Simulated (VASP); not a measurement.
Ru12N, 13 atoms in the cell. The cell holds a slab with vacuum, 13 atoms: a = 5.462 Å, b = 5.462 Å, c = 23.320 Å, α = 90.00°, β = 90.00°, γ = 120.00°. 

| Quantity | Value |
| --- | --- |
| Program | VASP 6.6.1 |
| Task | single point |
| Functional | RPBE |
| Potentials or basis | VASP PAW PBE potentials, release 64 (Ru_pv, N) |
| Cutoff | 450 eV |
| k mesh | 6 × 6 × 1 |
| Occupations | methfessel-paxton, width 0.1 eV |
| Spin | no spin polarisation |
| Dipole correction | yes |
| Atoms held fixed (from 0) | [0, 1, 2, 3] |
| Further INCAR settings | PREC = Normal; LREAL = Auto; ALGO = Normal; EDIFF = 1e-06; NBANDS = 98 |

Potentials or basis: VASP PAW PBE potentials, release 64 (Ru_pv, N).

Launch:

```sh
$ cat potpaw_PBE.64/Ru_pv/POTCAR potpaw_PBE.64/N/POTCAR > POTCAR
$ mpirun -np 4 vasp_std > vasp.out
```

Hardware: 4 MPI ranks on Intel(R) Xeon(R) Platinum 8488C (Sapphire Rapids), with other jobs on the host.

Problem. Estimate the wall time of this run.

Solution. It took 100 s on 4 MPI ranks on Intel(R) Xeon(R) Platinum 8488C (Sapphire Rapids), with other jobs on the host, peak memory 0.42 GiB a rank. Counts: scf iterations 31, k points 7.
